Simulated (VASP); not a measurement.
Here is the system:

```xyz
3
Lattice="1.8434 -3.1928 0.0000 1.8434 3.1928 0.0000 0.0000 0.0000 6.4523" Properties=species:S:1:pos:R:3 pbc="T T T"
Zr     0.0000     0.0000     0.0000
S      1.8434     1.0643     1.4482
S      1.8434    -1.0643     5.0041
```

All values below come from modified Becke-Johnson potential (mBJ), VASP's PBE PAW potentials (set 64) (plane waves; VASP). Run with 520 eV cut-off, 6×6×4 Γ-centred mesh, Gaussian smearing of 0.050 eV, potentials Zr_sv S.

mBJ is a potential without an energy functional, so only the levels count. Without a dispersion term in the relaxation, distances and binding between the weakly bound layers, chains or molecules are unreliable, and so is what depends on them.

### Question
What does the run give for the band gap (over mesh and band path) with the smallest direct gap where there is one?

### Answer

The band gap (over mesh and band path) is 1.78 eV and the smallest direct gap (over mesh and band path) comes out as 2.26 eV.

Total energies compare only between runs with the same potentials, cut-off and functional.

The compound is ZrS2 in the 1T layered structure. It was relaxed first, which changed the volume by +12 %. The cell's shape comes from a PBE relaxation.
